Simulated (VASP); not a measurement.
# GW on KI: a test of the settings

Aim: test the GW correction to the gap of KI. The starting structure is a measured crystal structure from the Crystallography Open Database. Cell and atoms stay as given.

Program: VASP 6.6.1. Level of theory: GW on LDA orbitals, with plane waves and PAW data sets made for GW. Results are calculated unless marked as measured.

## 1. The starting structure

Symmetry: Fm-3m, No. 225, cubic system. Conventional cell: a = 7.049 Å, b = 7.049 Å, c = 7.049 Å, α = 90.00°, β = 90.00°, γ = 90.00°. I has 6 K at 3.52 Å nearest. K has 6 I at 3.52 Å nearest. Farther neighbours and most contacts between anions are not listed.

Coordinates:

```cif
data_structure
_symmetry_space_group_name_H-M 'P 1'
_symmetry_Int_Tables_number 1
_cell_length_a 4.9845
_cell_length_b 4.9845
_cell_length_c 4.9845
_cell_angle_alpha 60.000
_cell_angle_beta 60.000
_cell_angle_gamma 60.000
_cell_volume 87.57
loop_
_atom_site_label
_atom_site_type_symbol
_atom_site_fract_x
_atom_site_fract_y
_atom_site_fract_z
_atom_site_occupancy
I1 I 0.50000 0.50000 0.50000 1
K2 K 0.00000 0.00000 0.00000 1
```

## 2. G0W0 (response cutoff 100 eV, 3×3×3 mesh)

It reads the orbitals and their derivatives (WAVECAR and WAVEDER) of a run with the empty bands, which follows a ground-state run; neither is shown.

INCAR

```
SYSTEM = KI
PREC = Accurate
ENCUT = 300
ISMEAR = 0
SIGMA = 0.01
LREAL = .FALSE.
GGA = CA
NBANDS = 200
ALGO = EVGW0
NELMGW = 1
ENCUTGW = 100
NOMEGA = 40
PRECFOCK = Fast
NBANDSGW = 16
LWAVE = .FALSE.
LCHARG = .FALSE.
```

POSCAR

```
KI
1.0
    0.0000000000      3.5245500000      3.5245500000
    3.5245500000      0.0000000000      3.5245500000
    3.5245500000      3.5245500000      0.0000000000
I K
1 1
Direct
    0.5000000000      0.5000000000      0.5000000000
    0.0000000000      0.0000000000      0.0000000000
```

KPOINTS

```
Automatic mesh
0
Gamma
3 3 3
0 0 0
```

The projector-augmented-wave data sets are I_GW and K_sv_GW (LDA family, release 64).

Command:

```
> mpirun -np 4 vasp_std
```

What it wrote:

```text
[banner, memory and clock lines left out]
running    4 mpi-ranks, on    1 nodes
 distrk:  each k-point on    4 cores,    1 groups
 distr:  one band on    1 cores,    4 groups

 POSCAR found type information on POSCAR I K
 POSCAR found :  2 types and       2 ions
|                                                                             |
|           W    W    AA    RRRRR   N    N  II  N    N   GGGG   !!!           |
|           W    W   A  A   R    R  NN   N  II  NN   N  G    G  !!!           |
|           W    W  A    A  R    R  N N  N  II  N N  N  G       !!!           |
|           W WW W  AAAAAA  RRRRR   N  N N  II  N  N N  G  GGG   !            |
|           WW  WW  A    A  R   R   N   NN  II  N   NN  G    G                |
|           W    W  A    A  R    R  N    N  II  N    N   GGGG   !!!           |
|                                                                             |
|     The default for ENCUTGWSOFT is different in this version of VASP.       |
|     please manually set ENCUTGWSOFT =100 in the INCAR file.                 |
|                                                                             |

 LDA part: xc-table for (Slater(with rela. corr.)+CA(PZ))
 , standard interpolation
 found WAVECAR, reading the header
 POSCAR, INCAR and KPOINTS ok, starting setup
 FFT: planning ... GRIDC
 FFT: planning ... GRID_SOFT
 FFT: planning ... GRID
 reading WAVECAR
 the WAVECAR file was read successfully
 initial charge from wavefunction
 available memory per node:    250.40 GB, setting MAXMEM to    256404

 The Fermi energy was updated, please check that it is located mid-gap
 values below the HOMO (VB) or above the LUMO (CB) will cause erroneous energies
 E-fermi :   2.1559

 calculate exact exchange contribution
 the WAVEDER file was read successfully
energies w=
    0.000    0.000    1.183    0.000    2.359    0.000    3.521    0.000
    4.666    0.000    5.788    0.000    6.887    0.000    7.961    0.000
    9.012    0.000   10.041    0.000   11.052    0.000   12.048    0.000
   13.035    0.000   14.017    0.000   14.999    0.000   15.988    0.000
   16.990    0.000   18.012    0.000   19.063    0.000   20.151    0.000
   21.288    0.000   22.486    0.000   23.759    0.000   25.125    0.000
   26.606    0.000   28.231    0.000   30.032    0.000   32.056    0.000
   34.363    0.000   37.032    0.000   40.174    0.000   43.948    0.000
   48.584    0.000   54.437    0.000   62.077    0.000   72.479    0.000
   87.467    0.000  110.878    0.000  152.426    0.000  245.879    0.000
 responsefunction array rank=     204
 LDA part: xc-table for (Slater(with rela. corr.)+CA(PZ))
 , standard interpolation

 min. memory requirement per mpi rank    109.4 MB, per node    437.7 MB

 allocating  10 responsefunctions rank=   204
 shmem allocating  40 responsefunctions rank=   204
 response function shared by NCSHMEM nodes    1
 Doing           10  frequencies on each core in blocks of           40
NQ=   1    0.0000    0.0000    0.0000,
|.........|.........|.........|.........|.........|.........|.........|.........
 performed        108000 updates of chi_q(r,r)
 total number of BLAS operations         28.45 Gflops
NQ=   2    0.3333    0.0000    0.0000,
|.........|.........|.........|.........|.........|.........|.........|.........
 performed        338000 updates of chi_q(r,r)
 total number of BLAS operations        100.63 Gflops
NQ=   3    0.3333    0.3333    0.0000,
|.........|.........|.........|.........|.........|.........|.........|.........
 performed        542000 updates of chi_q(r,r)
 total number of BLAS operations        167.40 Gflops
NQ=   4   -0.3333    0.3333    0.0000,
|.........|.........|.........|.........|.........|.........|.........|.........
 performed        784000 updates of chi_q(r,r)
 total number of BLAS operations        242.06 Gflops
 resolving degeneracies of screened two electron integrals

 calculate QP shifts <psi_nk| G(iteration)W_0 |psi_nk>: iteration 1
 entering main loop
```

Elapsed: 7.2 s, on 4 MPI ranks of Intel Xeon 6975P-C (Granite Rapids), shared host; peak memory 0.69 GiB.

Lines that name or quote the potential files are left out of all logs, and their timing lines are given in words.

From OUTCAR (step 2):

```text
ion  position               nearest neighbor table
   1  0.500  0.500  0.500-   2 3.52   2 3.52   2 3.52   2 3.52   2 3.52   2 3.52
   2  0.000  0.000  0.000-   1 3.52   1 3.52   1 3.52   1 3.52   1 3.52   1 3.52

  LATTYP: Found a face centered cubic cell.
 ALAT       =     7.0491000000

 Subroutine GETGRP returns: Found 48 space group operations
 (whereof 48 operations were pure point group operations)

The static configuration has the point symmetry O_h .

 Found      4 irreducible k-points:

   k-points           NKPTS =      4   k-points in BZ     NKDIM =     27   number of bands    NBANDS=    200

   dimension x,y,z NGX =    28 NGY =   28 NGZ =   28
   dimension x,y,z NGXF=    56 NGYF=   56 NGZF=   56

   ENCUT  =  300.0 eV  22.05 Ry    4.70 a.u.   7.04  7.04  7.04*2*pi/ulx,y,z

   NELECT =      16.0000    total number of electrons

  energy-cutoff  :      300.00
  volume of cell :       87.57
      direct lattice vectors                 reciprocal lattice vectors
     0.000000000  3.524550000  3.524550000    -0.141862082  0.141862082  0.141862082
     3.524550000  0.000000000  3.524550000     0.141862082 -0.141862082  0.141862082
     3.524550000  3.524550000  0.000000000     0.141862082  0.141862082 -0.141862082

 k-points in reciprocal lattice and weights: Automatic mesh
   0.00000000  0.00000000  0.00000000       0.037
   0.33333333  0.00000000  0.00000000       0.296
   0.33333333  0.33333333  0.00000000       0.222
  -0.33333333  0.33333333  0.00000000       0.444

 E-fermi :   2.1559

 QP shifts <psi_nk| G(iteration)W_0 |psi_nk>: iteration 1
 for sc-GW calculations column KS-energies equals QP-energies in previous step
 and V_xc(KS)=  KS-energies - (<T + V_ion + V_H > + <T+V_H+V_ion>^1  + <V_x>^1)
 k-point   1 :       0.0000    0.0000    0.0000
  band No.  KS-energies  QP-energies   sigma(KS)   V_xc(KS)     V^pw_x(r,r')   Z            occupation Imag(sigma)
    ...
      5     -10.2324     -11.3775     -13.8620     -12.3245     -18.9687       0.7447       2.0000       1.4459
      6       0.3461      -0.9842     -12.9634     -11.2710     -14.2464       0.7860       2.0000       0.1385
      7       0.3461      -0.9842     -12.9634     -11.2710     -14.2464       0.7860       2.0000       0.1385
      8       0.3461      -0.9842     -12.9634     -11.2710     -14.2464       0.7860       2.0000       0.1385
      9       3.9657       4.9252      -5.8979      -7.0633      -2.9475       0.8234       0.0000      -0.1278
     10       6.6250       7.9433      -6.4523      -8.0793      -3.2846       0.8103       0.0000      -0.1528
     11       6.6250       7.9433      -6.4523      -8.0793      -3.2846       0.8103       0.0000      -0.1528
     12       6.6250       7.9433      -6.4523      -8.0793      -3.2846       0.8103       0.0000      -0.1528
    ...

 k-point   2 :       0.3333    0.0000    0.0000
  band No.  KS-energies  QP-energies   sigma(KS)   V_xc(KS)     V^pw_x(r,r')   Z            occupation Imag(sigma)
    ...
      5      -9.9943     -11.2344     -14.6998     -13.0885     -19.5761       0.7697       2.0000       1.2879
      6      -0.7831      -2.1938     -11.8442     -10.0346     -13.2505       0.7796       2.0000       0.1615
      7       0.0697      -1.2784     -12.6941     -10.9829     -14.0044       0.7878       2.0000       0.1428
      8       0.0697      -1.2784     -12.6941     -10.9829     -14.0044       0.7878       2.0000       0.1428
      9       5.4064       6.3403      -5.9845      -7.1276      -2.9981       0.8171       0.0000      -0.1402
     10       7.1230       8.3016      -6.8831      -8.3536      -3.6028       0.8015       0.0000      -0.1746
     11       7.6381       9.0031      -6.7274      -8.4191      -3.4244       0.8069       0.0000      -0.1674
     12       7.6381       9.0031      -6.7274      -8.4191      -3.4244       0.8069       0.0000      -0.1674
    ...

 k-point   3 :       0.3333    0.3333    0.0000
  band No.  KS-energies  QP-energies   sigma(KS)   V_xc(KS)     V^pw_x(r,r')   Z            occupation Imag(sigma)
    ...
      5     -10.0669     -11.2374     -14.2436     -12.7072     -19.2382       0.7619       2.0000       1.3707
      6      -0.6578      -2.0712     -12.0702     -10.2566     -13.4935       0.7793       2.0000       0.1591
      7       0.0399      -1.3255     -12.7431     -11.0028     -14.0752       0.7846       2.0000       0.1431
      8       0.0399      -1.3255     -12.7431     -11.0028     -14.0752       0.7846       2.0000       0.1431
      9       5.2925       6.3297      -5.7832      -7.0515      -2.8228       0.8178       0.0000      -0.1399
     10       5.7614       6.8512      -6.5162      -7.8519      -3.3804       0.8159       0.0000      -0.1420
     11       8.0200       9.8819      -8.0029     -10.3141      -4.6139       0.8056       0.0000      -0.1602
     12       8.1467       9.2037      -6.6390      -7.9609      -3.2487       0.7996       0.0000      -0.1897
    ...

 k-point   4 :      -0.3333    0.3333    0.0000
  band No.  KS-energies  QP-energies   sigma(KS)   V_xc(KS)     V^pw_x(r,r')   Z            occupation Imag(sigma)
    ...
      5      -9.9900     -11.2009     -14.4883     -12.9351     -19.4170       0.7796       2.0000       1.3240
      6      -0.6289      -2.0408     -12.0535     -10.2472     -13.4574       0.7816       2.0000       0.1585
      7      -0.4514      -1.8648     -12.3054     -10.5018     -13.7129       0.7836       2.0000       0.1536
      8      -0.0554      -1.4143     -12.6400     -10.9019     -13.9796       0.7819       2.0000       0.1460
      9       6.0781       7.0968      -6.0500      -7.3019      -2.9951       0.8137       0.0000      -0.1491
     10       7.1177       8.2953      -7.0687      -8.5294      -3.7709       0.8062       0.0000      -0.1575
     11       7.2935       8.3849      -6.5567      -7.9198      -3.3150       0.8007       0.0000      -0.1763
     12       8.2983       9.9173      -7.1210      -9.1457      -3.6014       0.7996       0.0000      -0.1905
    ...
```

G0W0 (response cutoff 100 eV, 3×3×3 mesh): the quasiparticle gap on this mesh is 5.909 eV, +2.290 eV from the LDA gap on the same points, with 200 bands.

## 3. G0W0 (response cutoff 160 eV, 3×3×3 mesh)

It reads the orbitals and their derivatives (WAVECAR and WAVEDER) of a run with the empty bands, which follows a ground-state run; neither is shown.

INCAR, as its differences from that of step 2:

```diff
@@ -7,6 +7,6 @@
 GGA = CA
-NBANDS = 200
+NBANDS = 404
 ALGO = EVGW0
 NELMGW = 1
-ENCUTGW = 100
+ENCUTGW = 160
 NOMEGA = 40
```

POSCAR is that of step 2.

KPOINTS is that of step 2.

Command:

```
> mpirun -np 4 vasp_std
```

What it wrote:

```text
[banner, memory and clock lines left out]
running    4 mpi-ranks, on    1 nodes
[...]
|                                                                             |
|           W    W    AA    RRRRR   N    N  II  N    N   GGGG   !!!           |
|           W    W   A  A   R    R  NN   N  II  NN   N  G    G  !!!           |
|           W    W  A    A  R    R  N N  N  II  N N  N  G       !!!           |
|           W WW W  AAAAAA  RRRRR   N  N N  II  N  N N  G  GGG   !            |
|           WW  WW  A    A  R   R   N   NN  II  N   NN  G    G                |
|           W    W  A    A  R    R  N    N  II  N    N   GGGG   !!!           |
|                                                                             |
|     The default for ENCUTGWSOFT is different in this version of VASP.       |
|     please manually set ENCUTGWSOFT =160 in the INCAR file.                 |
|                                                                             |

 LDA part: xc-table for (Slater(with rela. corr.)+CA(PZ))
[...]
min. memory requirement per mpi rank    245.0 MB, per node    980.0 MB

 allocating  10 responsefunctions rank=   420
 shmem allocating  40 responsefunctions rank=   420
 response function shared by NCSHMEM nodes    1
 Doing           10  frequencies on each core in blocks of           40
NQ=   1    0.0000    0.0000    0.0000,
|.........|.........|.........|.........|.........|.........|.........|.........
 performed        222000 updates of chi_q(r,r)
 total number of BLAS operations        301.06 Gflops
NQ=   2    0.3333    0.0000    0.0000,
|.........|.........|.........|.........|.........|.........|.........|.........
 performed        690000 updates of chi_q(r,r)
 total number of BLAS operations        903.64 Gflops
NQ=   3    0.3333    0.3333    0.0000,
|.........|.........|.........|.........|.........|.........|.........|.........
 performed       1106000 updates of chi_q(r,r)
 total number of BLAS operations       1488.89 Gflops
NQ=   4   -0.3333    0.3333    0.0000,
|.........|.........|.........|.........|.........|.........|.........|.........
 performed       1600000 updates of chi_q(r,r)
 total number of BLAS operations       2131.09 Gflops
 resolving degeneracies of screened two electron integrals

 calculate QP shifts <psi_nk| G(iteration)W_0 |psi_nk>: iteration 1
 entering main loop
[key lines of the parts left out:]
E-fermi :   2.1559
```

Wall time 24 s (4 MPI ranks); peak memory 1.3 GiB; 82 s of CPU time.

From OUTCAR (step 3):

```text
 QP shifts <psi_nk| G(iteration)W_0 |psi_nk>: iteration 1
 for sc-GW calculations column KS-energies equals QP-energies in previous step
 and V_xc(KS)=  KS-energies - (<T + V_ion + V_H > + <T+V_H+V_ion>^1  + <V_x>^1)
 k-point   1 :       0.0000    0.0000    0.0000
  band No.  KS-energies  QP-energies   sigma(KS)   V_xc(KS)     V^pw_x(r,r')   Z            occupation Imag(sigma)
    ...
      5     -10.2324     -11.6439     -14.2208     -12.3245     -18.9687       0.7443       2.0000       1.4139
      6       0.3461      -1.1887     -13.2268     -11.2710     -14.2464       0.7847       2.0000       0.1371
      7       0.3461      -1.1887     -13.2268     -11.2710     -14.2464       0.7847       2.0000       0.1371
      8       0.3461      -1.1887     -13.2268     -11.2710     -14.2464       0.7847       2.0000       0.1371
      9       3.9657       4.8586      -5.9782      -7.0633      -2.9475       0.8229       0.0000      -0.1264
     10       6.6250       7.8927      -6.5140      -8.0793      -3.2846       0.8099       0.0000      -0.1524
     11       6.6250       7.8927      -6.5140      -8.0793      -3.2846       0.8099       0.0000      -0.1524
     12       6.6250       7.8927      -6.5140      -8.0793      -3.2846       0.8099       0.0000      -0.1524
    ...

[... 1 part as in an earlier step ...]

[... 2 further parts left out ...]
[key lines of the parts left out:]
E-fermi :   2.1559
```

G0W0 (response cutoff 160 eV, 3×3×3 mesh): the quasiparticle gap on this mesh is 6.047 eV, +2.428 eV from the LDA gap on the same points, with 404 bands.

## 4. G0W0 (response cutoff 240 eV, 3×3×3 mesh)

It reads the orbitals and their derivatives (WAVECAR and WAVEDER) of a run with the empty bands, which follows a ground-state run; neither is shown.

INCAR, as its differences from that of step 3:

```diff
@@ -7,6 +7,6 @@
 GGA = CA
-NBANDS = 404
+NBANDS = 740
 ALGO = EVGW0
 NELMGW = 1
-ENCUTGW = 160
+ENCUTGW = 240
 NOMEGA = 40
```

POSCAR is that of step 3.

KPOINTS is that of step 3.

Command:

```
> mpirun -np 4 vasp_std
```

What it wrote:

```text
[banner, memory and clock lines left out]
running    4 mpi-ranks, on    1 nodes
[...]
|                                                                             |
|           W    W    AA    RRRRR   N    N  II  N    N   GGGG   !!!           |
|           W    W   A  A   R    R  NN   N  II  NN   N  G    G  !!!           |
|           W    W  A    A  R    R  N N  N  II  N N  N  G       !!!           |
|           W WW W  AAAAAA  RRRRR   N  N N  II  N  N N  G  GGG   !            |
|           WW  WW  A    A  R   R   N   NN  II  N   NN  G    G                |
|           W    W  A    A  R    R  N    N  II  N    N   GGGG   !!!           |
|                                                                             |
|     The default for ENCUTGWSOFT is different in this version of VASP.       |
|     please manually set ENCUTGWSOFT =240 in the INCAR file.                 |
|                                                                             |

 LDA part: xc-table for (Slater(with rela. corr.)+CA(PZ))
[...]
min. memory requirement per mpi rank    595.1 MB, per node   2380.5 MB

 allocating  10 responsefunctions rank=   752
 shmem allocating  40 responsefunctions rank=   752
 response function shared by NCSHMEM nodes    1
 Doing           10  frequencies on each core in blocks of           40
NQ=   1    0.0000    0.0000    0.0000,
|.........|.........|.........|.........|.........|.........|.........|.........
 performed        410000 updates of chi_q(r,r)
 total number of BLAS operations       1728.02 Gflops
NQ=   2    0.3333    0.0000    0.0000,
|.........|.........|.........|.........|.........|.........|.........|.........
 performed       1270000 updates of chi_q(r,r)
 total number of BLAS operations       5612.24 Gflops
NQ=   3    0.3333    0.3333    0.0000,
|.........|.........|.........|.........|.........|.........|.........|.........
 performed       2036000 updates of chi_q(r,r)
 total number of BLAS operations       8905.37 Gflops
NQ=   4   -0.3333    0.3333    0.0000,
|.........|.........|.........|.........|.........|.........|.........|.........
 performed       2944000 updates of chi_q(r,r)
 total number of BLAS operations      12777.31 Gflops
 resolving degeneracies of screened two electron integrals

 calculate QP shifts <psi_nk| G(iteration)W_0 |psi_nk>: iteration 1
 entering main loop
[key lines of the parts left out:]
E-fermi :   2.1559
```

Wall time 92 s (4 MPI ranks); peak memory 2.7 GiB; 5.4 min of CPU time.

From OUTCAR (step 4):

```text
 QP shifts <psi_nk| G(iteration)W_0 |psi_nk>: iteration 1
 for sc-GW calculations column KS-energies equals QP-energies in previous step
 and V_xc(KS)=  KS-energies - (<T + V_ion + V_H > + <T+V_H+V_ion>^1  + <V_x>^1)
 k-point   1 :       0.0000    0.0000    0.0000
  band No.  KS-energies  QP-energies   sigma(KS)   V_xc(KS)     V^pw_x(r,r')   Z            occupation Imag(sigma)
    ...
      5     -10.2324     -11.7735     -14.4014     -12.3245     -18.9687       0.7420       2.0000       1.3962
      6       0.3461      -1.2807     -13.3429     -11.2710     -14.2464       0.7852       2.0000       0.1222
      7       0.3461      -1.2807     -13.3429     -11.2710     -14.2464       0.7852       2.0000       0.1222
      8       0.3461      -1.2807     -13.3429     -11.2710     -14.2464       0.7852       2.0000       0.1222
      9       3.9657       4.8165      -6.0295      -7.0633      -2.9475       0.8229       0.0000      -0.1377
     10       6.6250       7.8686      -6.5430      -8.0793      -3.2846       0.8095       0.0000      -0.1573
     11       6.6250       7.8686      -6.5430      -8.0793      -3.2846       0.8095       0.0000      -0.1573
     12       6.6250       7.8686      -6.5430      -8.0793      -3.2846       0.8095       0.0000      -0.1573
    ...

[... 1 part as in an earlier step ...]

[... 2 further parts left out ...]
[key lines of the parts left out:]
E-fermi :   2.1559
```

G0W0 (response cutoff 240 eV, 3×3×3 mesh): the quasiparticle gap on this mesh is 6.097 eV, +2.478 eV from the LDA gap on the same points, with 740 bands.

[end of part 1 of 2]

[Lines on the potential files, build, host, timing and source positions are cut from VASP's logs without a mark.]

[Logs are printed without paths, hosts, clocks, repeated set-up lines and the standing remarks that a program may print on its own settings, such as how far it seeks lower states.]

[Hosts, paths, dates, database ids (printed as entryN), source tags and the programs' standing remarks are cut or masked in the printed files.]
